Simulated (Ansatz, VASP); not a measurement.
# Cross-check of MnI between VASP and Ansatz, part 2 of 2

Wanted: the spread between two codes on one cell, functional and k mesh. The cell is invented: As first built, before any earlier steps moved the atoms: it takes the CuI structure with some of its atoms replaced by other elements, volume scaled by an estimate. It may not be a known or stable phase. The cell comes out of the VASP series on this material, whose earlier steps may have relaxed, scaled or displaced it; both programs get it as it stands.

VASP 6.6.1 and Ansatz 0.2.0.

So far. Step 2 (VASP: single point, r2SCAN, DFT+U): The run ends at a pressure of 0.02 GPa.

## 3. Ansatz: single point, r2SCAN, DFT+U

Level of this step: Ansatz beside VASP: Kohn-Sham DFT, plane waves, r2SCAN, DFT+U (Ansatz).

Ansatz runs on its default PAW (the set named soft_2) files.

The same cell, functional, mesh and smearing now go to Ansatz, which takes its cutoff from its data sets.

input.yaml

```yaml
crystal:
  lattice:
    - [0.0, 3.6770304868, 3.6770304868]
    - [3.6770304868, 0.0, 3.6770304868]
    - [3.6770304868, 3.6770304868, 0.0]
  atoms:
    - { symbol: I, position: [0.0, 0.0, 0.0] }
    - { symbol: Mn, position: [0.25, 0.25, 0.25], spin: 4.0 }
hamiltonian:
  xc: r2scan
  pseudopotentials: { kind: paw }
  hubbard: { sites: [{ species: Mn, l: d, u_eff: 6.0 }] }
magnetization:
  spin_polarized: true
kpoints:
  mp_grid: { grid: [5, 5, 5] }
scf:
  occupations: { method: fermi_dirac, width: 0.05 }
  n_extra_bands: 8
output:
  forces: true
  stress: true
  eigenvalues: true
```

On the command line:

```console
$ ansatz run input.yaml --threads 2 --pin off --max-ram 4608MiB --backend cpu --events-out ev --progress --plain --runs-dir out
```

Numbers of over 12 decimals in the logs are rounded to 6 here.

The log of the run:

```text
I: projections on atomic orbitals take those of the free atom [Kr] 4d10 5s2 5p5, of charge +0.00 (hamiltonian.pseudopotentials.projection_atoms); the dataset's partial waves leave at most 9.4e-6 of an orbital's norm unspanned inside its sphere
Mn: projections on atomic orbitals take those of the free atom [Ne] 3s2 3p6 3d5 4s2, of charge +0.00 (hamiltonian.pseudopotentials.projection_atoms); the dataset's partial waves leave at most 9.0e-7 of an orbital's norm unspanned inside its sphere
scf.n_extra_bands = 8 over 16 filled bands (N_el = 32.0): the run solves 24 bands
Engine: ansatz 0.2.0, aarch64-unknown-linux-gnu
Pseudopotentials: kind: paw
Pseudopotential: I, paw, valence charge 17, recommended cutoff 500 eV (meta_gga), I.paw.azcp
Pseudopotential: Mn, paw, valence charge 15, recommended cutoff 500 eV (meta_gga), Mn.paw.azcp
Functional definition: r2SCAN
  parameter k0 = 0.174
  parameter k1 = 0.065
  parameter a1 = 4.9479
  exchange = r2scan_x(k0 = k0, k1 = k1, a1 = a1)
  correlation = r2scan_c
Crystal: 2 atoms, lattice volume = 99.431 Å³
Basis set: ecut = 500 eV, 2565 PW (Γ), exchange–correlation on 160×160×160 points (64 copies of the dense FFT grid, shifted against one another)
Bands: 24, of which v1, the nominal top of the filled ones, is band 16 counted from 1 (15 counted from 0)
Symmetry: 24 space group operations
Space group: F-43m (ITA 216), of the structure as read, at distance tolerance 4.6e-5 Å
Magnetic group: BNS 216.74 (UNI 1576), of the structure as read, at distance tolerance 4.6e-5 Å
k-points: 10 of 125 (time reversal used)
Non-local potential: I, projectors of the file, l = 0: 2, l = 1: 2, l = 2: 2, l = 3: 2
Non-local potential: Mn, projectors of the file, l = 0: 3, l = 1: 2, l = 2: 3, l = 3: 1
PAW form: soft (Blöchl's): semilocal exchange-correlation on the pseudo side does not see the compensation charge
PAW frozen core: I, regenerated for the run's functional (the file was generated under x = pbe(κ = 0.804, μ = 0.219515), c = pbe(β = 0.066725))
PAW frozen core: Mn, regenerated for the run's functional (the file was generated under x = pbe(κ = 0.804, μ = 0.219515), c = pbe(β = 0.066725))
PAW one-centre angular grid: I, 590 points (default); XC on 160 Gauss nodes
PAW one-centre angular grid: Mn, 590 points (default); XC on 160 Gauss nodes
Initial density: superposition of atomic densities (chi_scale 0.1, normalization cell, long waves kept (reshape's long-wave potential 0.00 eV rms))
Starting moments: Σ|m| = 4 μB on 1 of 2 sites
Initial wavefunctions: pseudopotential atomic-orbital guess
Functional: x = r2scan, c = r2scan; τ floored in thin density (d = 2e-4 eV/Å³)
SCF iter   1: F=—  HF=-11433.583648 eV  |F-HF|=—  |Δ(HF+E_count)|=         —  Δρ=8.72e-2 (↑7.70e-2 ↓8.72e-2)  dr2=3.25e1  dr2_τ=7.33e-2  dr2_m=4.94e-2  M=4.016 μB ∫|m|=4.016 μB  β_m=0.30  ethr=3.10e-3  ⟨swp⟩=6.0  Hψ=2312  notcnv=0
preconditioner: auto → none  [insulator: Δε(μ)=0.262 eV  Ē_g=10.348 eV  σ=0.050 eV  W_gap=0.51  n_scr=14 (ndim 8)  ℏωp=13.9 eV  f_vac=0.255  D(μ)=12.19/eV (n_scr^D=168)  ε∞_Penn≈2.8]
SCF iter   2: F=—  HF=-11430.840491 eV  |F-HF|=—  |Δ(HF+E_count)|=    2.74e0  Δρ=5.56e-2 (↑2.14e-2 ↓5.56e-2)  dr2=4.07e0  dr2_τ=3.24e-2  dr2_m=6.21e-1  M=5.528 μB ∫|m|=5.528 μB  β_m=1.00  ethr=3.10e-3  ⟨swp⟩=4.0  Hψ=1369  notcnv=0  defer=29  κ⁻¹=1.0e0(r=1)
SCF iter   3: F=—  HF=-11430.090505 eV  |F-HF|=—  |Δ(HF+E_count)|=   7.50e-1  Δρ=2.06e-2 (↑7.65e-3 ↓2.06e-2)  dr2=7.33e-1  dr2_τ=1.70e-2  dr2_m=5.85e-2  M=5.912 μB ∫|m|=5.916 μB  β_m=1.00  ethr=3.10e-3  ⟨swp⟩=3.7  Hψ=1111  notcnv=0  defer=22  κ⁻¹=7.6e-4(r=2)
SCF iter   4: F=—  HF=-11430.378960 eV  |F-HF|=—  |Δ(HF+E_count)|=   2.88e-1  Δρ=8.68e-3 (↑3.26e-3 ↓8.68e-3)  dr2=1.36e-1  dr2_τ=2.49e-3  dr2_m=1.18e-2  M=5.984 μB ∫|m|=5.992 μB  β_m=1.00  ethr=2.29e-3  ⟨swp⟩=3.0  Hψ=887  notcnv=0  defer=23  κ⁻¹=7.4e-5(r=3)
SCF iter   5: F=—  HF=-11430.696400 eV  |F-HF|=—  |Δ(HF+E_count)|=   3.17e-1  Δρ=5.80e-3 (↑5.80e-3 ↓1.54e-3)  dr2=2.25e-2  dr2_τ=1.77e-4  dr2_m=1.03e-2  M=5.984 μB ∫|m|=5.995 μB  β_m=1.20  ethr=4.25e-4  ⟨swp⟩=3.3  Hψ=1139  notcnv=0  defer=29
Mixer restart at iter 5: flushing history
spin-set hold released at iteration 5 (site moments contracting): the magnetisation degrees of freedom join the quasi-Newton model from the next iteration; the mixer history was flushed
SCF iter   6: F=—  HF=-11430.830744 eV  |F-HF|=—  |Δ(HF+E_count)|=   1.34e-1  Δρ=1.77e-3 (↑6.06e-4 ↓1.77e-3)  dr2=2.50e-3  dr2_τ=1.90e-4  dr2_m=8.17e-4  M=5.984 μB ∫|m|=5.995 μB  β_m=1.20  ethr=7.05e-5  ⟨swp⟩=2.5  Hψ=969  notcnv=0  defer=29  κ⁻¹=1.0e0(r=1)
SCF iter   7: F=—  HF=-11431.004127 eV  |F-HF|=—  |Δ(HF+E_count)|=   1.73e-1  Δρ=6.77e-4 (↑6.77e-4 ↓5.35e-4)  dr2=2.41e-4  dr2_τ=1.61e-5  dr2_m=2.41e-4  M=5.984 μB ∫|m|=5.996 μB  β_m=1.20  ethr=7.80e-6  ⟨swp⟩=2.5  Hψ=907  notcnv=0  defer=29  κ⁻¹=2.4e-1(r=2)
SCF iter   8: F=—  HF=-11431.074327 eV  |F-HF|=—  |Δ(HF+E_count)|=   7.02e-2  Δρ=3.39e-4 (↑1.89e-4 ↓3.39e-4)  dr2=2.68e-4  dr2_τ=5.00e-6  dr2_m=2.63e-5  M=5.984 μB ∫|m|=5.996 μB  β_m=1.20  ethr=7.52e-7  ⟨swp⟩=3.0  Hψ=1017  notcnv=0  defer=29  κ⁻¹=3.4e-2(r=3)
SCF iter   9: F=—  HF=-11431.084073 eV  |F-HF|=—  |Δ(HF+E_count)|=   9.75e-3  Δρ=8.44e-5 (↑8.44e-5 ↓5.93e-5)  dr2=1.54e-5  dr2_τ=8.48e-7  dr2_m=1.22e-6  M=5.984 μB ∫|m|=5.995 μB  β_m=1.20  ethr=7.52e-7  ⟨swp⟩=2.0  Hψ=852  notcnv=0  defer=29  κ⁻¹=1.6e-3(r=4)
SCF iter  10: F=—  HF=-11431.084164 eV  |F-HF|=—  |Δ(HF+E_count)|=   9.13e-5  Δρ=4.01e-5 (↑3.73e-5 ↓4.01e-5)  dr2=5.36e-6  dr2_τ=2.56e-7  dr2_m=1.19e-8  M=5.984 μB ∫|m|=5.995 μB  β_m=1.20  ethr=4.81e-8  ⟨swp⟩=2.0  Hψ=794  notcnv=0  defer=29  κ⁻¹=8.7e-5(r=5)
SCF iter  11: F=—  HF=-11431.084206 eV  |F-HF|=—  |Δ(HF+E_count)|=   4.17e-5  Δρ=2.07e-5 (↑1.47e-5 ↓2.07e-5)  dr2=4.24e-7  dr2_τ=3.45e-8  dr2_m=7.20e-8  M=5.984 μB ∫|m|=5.995 μB  β_m=1.20  ethr=1.67e-8  ⟨swp⟩=2.0  Hψ=773  notcnv=0  defer=29  κ⁻¹=9.1e-6(r=6)
SCF iter  12: F=—  HF=-11431.084211 eV  |F-HF|=—  |Δ(HF+E_count)|=   5.52e-6  Δρ=8.08e-6 (↑7.48e-6 ↓8.08e-6)  dr2=7.40e-8  dr2_τ=4.72e-9  dr2_m=3.72e-9  M=5.984 μB ∫|m|=5.995 μB  β_m=1.20  ethr=3.13e-10  ⟨swp⟩=11.8  Hψ=2627  notcnv=0  κ⁻¹=2.0e-6(r=7)
SCF iter  13: F=-11431.084212 eV  HF=-11431.084212 eV  |F-HF|=5.35e-8  |Δ(HF+E_count)|=   9.71e-7  Δρ=2.22e-6 (↑1.85e-6 ↓2.22e-6)  dr2=7.69e-9  dr2_τ=3.11e-10  dr2_m=5.47e-10  M=5.984 μB ∫|m|=5.995 μB  ethr=2.31e-10  ⟨swp⟩=6.0  Hψ=1866  notcnv=0
SCF 1 converged in 13 iterations: F = -11431.084212 eV  dr2 = 7.69e-9
  greatest PAW one-centre occupation: 1.005 electrons in one spin orbital (limit 2), on the Mn atom at site 1 (counted from 0), in its partial waves of l = 1
this state was not tested for a lower state beside it, because the mixer in use, unlike msr1, does not test its closes by its own steps (another_mixer; see scf.mixing.algorithm and scf.lower_state_search)
SCF converged after 13 iterations
Magnetization: 5.9841 μB (18.9920 up, 13.0080 down)
Absolute magnetization: 5.9921 μB (∫|ρ↑−ρ↓|, with the PAW one-centre terms)
Spin contamination: 0.0120 ħ² per cell (⟨S²⟩ above its minimum at these occupations)
Per-site moments (μB) at R_I (Å): [(0.163352, 1.313566), (5.283960, 1.313566)]
Free energy (F): -11431.084212 eV
Harris-Foulkes:  -11431.084212 eV  (|F-HF|=5.35e-8)
Internal energy: -11431.082380 eV  (E = F + TS)
E sigma→0 (E₀):  -11431.083296 eV
Entropy (-TS):   -0.001832 eV (-0.916 meV/atom)
Fermi energy:    4.481614 eV
--- Per-component energies (eV) ---
  E_band       = -914.789136
  E_kinetic    = 479.813388
  E_local      = -5455.704178  (includes V_loc(G=0)·N_el)
  E_nonlocal   = 164.049244
  E_hartree    = 2468.672481
  E_xc         = -225.030392
  E_vxc        = -294.306695  (∫ρ·V_xc dr)
  E_hubbard    = 0.137625  (on-site DFT+U / exact-exchange correction)
  E_vhub       = -14.838576  (the Hubbard potential's part of the band-sum identity)
  E_paw        = -6155.207707  (= ΣΔE_a)
  E_vpaw       = -751.139588  (= ΣTr[D̂ρ^β])
  E_aug_tail   = -0.000033  (compensation charges beyond the density's cutoff)
  E_vtau       = 19.995908  (kinetic-family band-sum trace: ∫τ·v_τ [+ j·A + Jᵃ·Aᵃ] dr)
  E_ewald      = -2707.602818
  E_core_change = -0.209990  (= ΣΔE_core)
  E_smearing   = -0.001832  (= −TS)
  E_closure    = 0.000000  (closes the sum)
  Σ components = -11431.084212   (vs F -11431.084212, Δ=0.00e0)
--- Forces (eV/Å), atoms counted from 1 ---
  atom   1  I     -0.00000000     0.00000000     0.00000000
  atom   2  Mn     0.00000000     0.00000000    -0.00000000
  max |Σ_I F_I| component: 1.43e-16 eV/Å
--- Stress (GPa, compression-positive) ---
        0.140944      -0.000000      -0.000000
        0.000000       0.140944       0.000000
       -0.000000       0.000000       0.140944
  P = ⅓ Tr σ = 0.1409 GPa (1.409 kbar)
--- Band table (eV; the first three rows and the last of 20) ---
  k-point 0 ↑: bands = [... 12 lower, -4.6629, -4.5421, -4.5421, 0.8471, 0.8471, 0.8471, 1.8196, 6.7063, ... 4 higher]
  k-point 1 ↑: bands = [... 12 lower, -4.6101, -4.5420, -4.5420, -0.1703, 0.7384, 0.7384, 2.7588, 6.4786, ... 4 higher]
  k-point 2 ↑: bands = [... 12 lower, -4.5355, -4.5355, -4.4954, -1.0852, 0.5754, 0.5754, 3.2782, 7.0760, ... 4 higher]
  k-point 9 ↓: bands = [... 12 lower, 0.2994, 6.7049, 6.7834, 7.3682, 7.7387, 7.8165, 7.9073, 8.2468, ... 4 higher]
Occupation matrices written to <dir>
```

Wall time 9.9 s (2 threads of Arm Neoverse V2, shared host); peak memory 0.61 GiB; 19 s of CPU time.

The run ends at a pressure of 0.14 GPa.

## 4. Side by side

Known differences besides the PAW data sets themselves: U acts on the PAW sphere in VASP and on atomic orbitals in Ansatz, so only states and trends compare; VASP keeps PBE cores, Ansatz makes them for the functional; the data sets hold 32 valence electrons in Ansatz (default PAW (the set named soft_2) files) and 20 in VASP; the cutoff is 500 eV in Ansatz and 400 eV in VASP; site moments are counted in spheres of each program's own size. Total energies have different zeros and are not compared.

Compared:

```csv
quantity,Ansatz,VASP,difference
pressure (GPa),0.14,0.02,+0.12
total moment (μB),5.98,5.98,0.00
moment on Mn2 (μB),5.28,5.04,+0.25
moment on I1 (μB),0.16,0.15,+0.01
```

Ansatz's pressure holds a Pulay correction of 0.04 GPa; VASP's holds none.

## 5. Ansatz: band structure, r2SCAN, DFT+U

The same path points are solved in both programs, so levels can be compared one by one.

The cell comes out of the VASP series on this material, whose earlier steps may have relaxed, scaled or displaced it; both programs get it as it stands.

input.yaml

```yaml
crystal:
  lattice:
    - [0.0, 3.6770304868, 3.6770304868]
    - [3.6770304868, 0.0, 3.6770304868]
    - [3.6770304868, 3.6770304868, 0.0]
  atoms:
    - { symbol: I, position: [0.0, 0.0, 0.0], spin: 0.149 }
    - { symbol: Mn, position: [0.25, 0.25, 0.25], spin: 5.036 }
hamiltonian:
  xc: r2scan
  pseudopotentials: { kind: paw }
  hubbard: { sites: [{ species: Mn, l: d, u_eff: 6.0 }] }
magnetization:
  spin_polarized: true
kpoints:
  mp_grid: { grid: [5, 5, 5] }
  band_path:
    path:
      - [0.0, 0.0, 0.0]
      - [0.16667, 0.0, 0.16667]
      - [0.33333, 0.0, 0.33333]
      - [0.5, 0.0, 0.5]
      - [0.5, 0.08333, 0.58333]
      - [0.5, 0.18333, 0.68333]
      - [0.5, 0.25, 0.75]
      - [0.45, 0.3, 0.75]
      - [0.40833, 0.34167, 0.75]
      - [0.35, 0.35, 0.7]
      - [0.225, 0.225, 0.45]
      - [0.075, 0.075, 0.15]
      - [0.03333, 0.03333, 0.03333]
      - [0.23333, 0.23333, 0.23333]
      - [0.4, 0.4, 0.4]
      - [0.51667, 0.46667, 0.51667]
      - [0.55833, 0.38333, 0.55833]
      - [0.60833, 0.28333, 0.60833]
      - [0.60833, 0.25, 0.64167]
      - [0.55833, 0.25, 0.69167]
      - [0.51667, 0.25, 0.73333]
      - [0.5, 0.3, 0.7]
      - [0.5, 0.38333, 0.61667]
      - [0.5, 0.48333, 0.51667]
      - [0.475, 0.475, 0.55]
      - [0.425, 0.425, 0.65]
      - [0.38333, 0.38333, 0.73333]
      - [0.59167, 0.18333, 0.59167]
      - [0.55, 0.1, 0.55]
      - [0.5, 0.0, 0.5]
    npoints: 1
scf:
  occupations: { method: fermi_dirac, width: 0.05 }
  n_extra_bands: 11
output:
  forces: true
  stress: true
  eigenvalues: true
```

The log of the run:

```text
Warning: where an SCF of this run starts from atoms to list the orders of its open shells, Mn (site 1, from 0) starts with 5.00 μB on its 3d shell, in the place of the 5.04 μB that the deck gives it: its open shells can hold no more by Hund's first rule. To start from spheres of the given moment, type scf.initial_density.shell_occupations: []
[...]
k-point 1 ↑: bands = [... 12 lower, -4.6100, -4.5419, -4.5419, -0.1703, 0.7383, 0.7383, 2.7588, 6.4786, ... 7 higher]
  k-point 2 ↑: bands = [... 12 lower, -4.5354, -4.5354, -4.4953, -1.0853, 0.5754, 0.5754, 3.2782, 7.0760, ... 7 higher]
  k-point 9 ↓: bands = [... 12 lower, 0.2993, 6.7050, 6.7835, 7.3684, 7.7389, 7.8168, 7.9076, 8.2469, ... 7 higher]
Occupation matrices written to <dir>
[key lines of the parts left out:]
SCF converged after 13 iterations
Magnetization: 5.9841 μB (18.9920 up, 13.0080 down)
Free energy (F): -11431.084212 eV
Fermi energy:    4.481623 eV
P = ⅓ Tr σ = 0.1411 GPa (1.411 kbar)
```

It took 16 s on 2 threads; peak memory 0.62 GiB.

## 6. VASP: band structure, r2SCAN, DFT+U

The same cell, functional, mesh and smearing now go to VASP, with its own data sets and cutoff.

INCAR

```
SYSTEM = MnI
PREC = Accurate
ENCUT = 400
EDIFF = 1E-06
NELM = 100
ISMEAR = -1
SIGMA = 0.05
LREAL = .FALSE.
ALGO = Normal
METAGGA = R2SCAN
LASPH = .TRUE.
ISPIN = 2
MAGMOM = 0.149 5.036
LDAU = .TRUE.
LDAUTYPE = 2
LDAUL = -1 2
LDAUU = 0 6
LDAUJ = 0 0
LDAUPRINT = 1
LMAXMIX = 4
LORBIT = 11
LWAVE = .FALSE.
LCHARG = .FALSE.
```

POSCAR

```
MnI
1.0
    0.0000000000      3.6770304868      3.6770304868
    3.6770304868      0.0000000000      3.6770304868
    3.6770304868      3.6770304868      0.0000000000
I Mn
1 1
Direct
    0.0000000000      0.0000000000      0.0000000000
    0.2500000000      0.2500000000      0.2500000000
```

KPOINTS

```
Automatic mesh
0
Gamma
5 5 5
0 0 0
```

KPOINTS_OPT

```
Line mode
16
Line-mode
Reciprocal
  0.00000000   0.00000000   0.00000000 GAMMA
  0.50000000   0.00000000   0.50000000 X

  0.50000000   0.00000000   0.50000000 X
  0.50000000   0.25000000   0.75000000 W

  0.50000000   0.25000000   0.75000000 W
  0.37500000   0.37500000   0.75000000 K

  0.37500000   0.37500000   0.75000000 K
  0.00000000   0.00000000   0.00000000 GAMMA

  0.00000000   0.00000000   0.00000000 GAMMA
  0.50000000   0.50000000   0.50000000 L

  0.50000000   0.50000000   0.50000000 L
  0.62500000   0.25000000   0.62500000 U

  0.62500000   0.25000000   0.62500000 U
  0.50000000   0.25000000   0.75000000 W

  0.50000000   0.25000000   0.75000000 W
  0.50000000   0.50000000   0.50000000 L

  0.50000000   0.50000000   0.50000000 L
  0.37500000   0.37500000   0.75000000 K

  0.62500000   0.25000000   0.62500000 U
  0.50000000   0.00000000   0.50000000 X
```

The projector-augmented-wave data sets are I and Mn_pv (PBE family, release 64).

On the command line:

```console
$ mpirun -np 1 vasp_std
```

The log of the run:

```text
[banner, memory and clock lines left out]
running    1 mpi-ranks, on    1 nodes
[...]
[... a notice as in an earlier step ...]

 LDA part: xc-table for (None), standard interpolation
 POSCAR, INCAR and KPOINTS ok, starting setup
[...]
entering main loop
       N       E                     dE             d eps       ncg     rms          rms(c)
DAV:   1     0.514678966480E+02    0.51468E+02   -0.95272E+03   840   0.821E+02
DAV:   2    -0.346240433072E+02   -0.86092E+02   -0.82445E+02   718   0.209E+02
DAV:   3    -0.393092156864E+02   -0.46852E+01   -0.46373E+01   846   0.497E+01
DAV:   4    -0.393865324798E+02   -0.77317E-01   -0.77226E-01   714   0.660E+00
[...]
DAV:  17    -0.376968026122E+02   -0.13582E-05   -0.50305E-07   603   0.574E-03    0.222E-03
DAV:  18    -0.376968015426E+02    0.10697E-05   -0.50468E-08   350   0.190E-03    0.692E-04
DAV:  19    -0.376968017616E+02   -0.21904E-06   -0.14359E-08   346   0.879E-04
   1 F= -.37696802E+02 E0= -.37695887E+02  d E =-.182899E-02  mag=     5.9840
 Start KPOINTS_OPT (optional k-point list driver)
k-point batch [1-10\160]
       N       E                     dE             ncg
DAV:   1    -0.247557071883E+04   -0.38786E+04      840
DAV:   2    -0.338227187079E+04   -0.90670E+03      795
DAV:   3    -0.342334024730E+04   -0.41068E+02      823
DAV:   4    -0.342416700675E+04   -0.82676E+00      738
DAV:   5    -0.342418658967E+04   -0.19583E-01      718
DAV:   6    -0.342418762464E+04   -0.10350E-02      943
DAV:   7    -0.342418763453E+04   -0.98907E-05      706
DAV:   8    -0.342418763482E+04   -0.28991E-06      440
[...]
k-point batch [151-160\160]
       N       E                     dE             ncg
DAV:   1    -0.262248090032E+04   -0.76217E+04      840
DAV:   2    -0.340713116125E+04   -0.78465E+03      790
DAV:   3    -0.344032408746E+04   -0.33193E+02      829
DAV:   4    -0.344090951385E+04   -0.58543E+00      770
DAV:   5    -0.344092488688E+04   -0.15373E-01      853
DAV:   6    -0.344092566606E+04   -0.77917E-03      899
DAV:   7    -0.344092568368E+04   -0.17622E-04      819
DAV:   8    -0.344092568499E+04   -0.13055E-05      629
DAV:   9    -0.344092568503E+04   -0.47286E-07      405
```

From OUTCAR (step 6):

```text
  Total        0.0107398      0.0107398      0.0107398     -0.0000000     -0.0000000     -0.0000000
  in kB        0.1730549      0.1730549      0.1730549     -0.0000000     -0.0000000     -0.0000000
  external PRESSURE =       0.1730549 kB  Pullay stress =       0.0000000 kB

 POSITION                                       TOTAL-FORCE (eV/Angst)
 -----------------------------------------------------------------------------------
      0.00000      0.00000      0.00000        -0.000000      0.000000     -0.000000
      1.83852      1.83852      1.83852         0.000000     -0.000000      0.000000
 -----------------------------------------------------------------------------------
    total drift:                                0.000028      0.000028      0.000028

  FREE ENERGIE OF THE ION-ELECTRON SYSTEM (eV)
  ---------------------------------------------------
  free  energy   TOTEN  =       -37.6968017616 eV

  energy  without entropy=      -37.6949727746  energy(sigma->0) =      -37.69588727

[... 2 parts as in an earlier step ...]

[... 2 further parts left out ...]
[key lines of the parts left out:]
E-fermi :   2.5478
```

The run ends at a pressure of 0.02 GPa.

## 7. Differences

Compared:

| quantity | Ansatz | VASP | difference |
| --- | --- | --- | --- |
| pressure (GPa) | 0.14 | 0.02 | +0.12 |
| total moment (μB) | 5.98 | 5.98 | 0.00 |
| moment on Mn2 (μB) | 5.28 | 5.04 | +0.25 |
| moment on I1 (μB) | 0.16 | 0.15 | +0.01 |

Ansatz's pressure holds a Pulay correction of 0.04 GPa; VASP's holds none.

## 8. Outcome

```yaml
difference_in_moment_on_mn2_single_point_r2scan_dft_u: 0.25 μB
difference_in_moment_on_mn2_band_structure_r2scan_dft_u: 0.25 μB
```

What this shows: The difference in moment on Mn2 is 0.25 μB (single point, r2SCAN, DFT+U). How closely two codes agree says nothing of how well the functional describes the real material.

[Lines on the potential files, build, host, timing and source positions are cut from VASP's logs without a mark.]

[Logs are printed without paths, hosts, clocks, repeated set-up lines and the standing remarks that a program may print on its own settings, such as how far it seeks lower states.]

[Hosts, paths, dates, database ids (printed as entryN), source tags and the programs' standing remarks are cut or masked in the printed files.]
